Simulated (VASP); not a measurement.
Al$_{2}$O$_{3}$ (corundum): the mBJ gap over mesh and path against the volume, with shape and ions relaxed at each volume; LDA's own equilibrium is at 8.352 Å³/atom. VASP (PAW), 520 eV cut-off, 6×6×6 Γ-centred mesh, Gaussian smearing of 0.050 eV, potentials Al O. mBJ is a potential without an energy functional, so only the levels count. Fit the value as a straight line in ln V.

```tsv
V (Å³/atom)	mBJ gap over mesh and path (eV)
7.35	9.863
7.6	9.407
7.851	8.972
8.101	8.560
8.352	8.164
8.602	7.791
```

Q: Fit the rows as the text says and predict the value at 8.853.

A: The slope against ln V is -13.18 eV, the volume deformation potential of this gap. The line misses the rows by up to 0.013 and gives 7.399 at 8.853. The run gave 7.428, +0.029 from the line.

Left out are failed runs and those whose mesh is unfit for this quantity.

The compound is Al2O3 in the corundum structure.
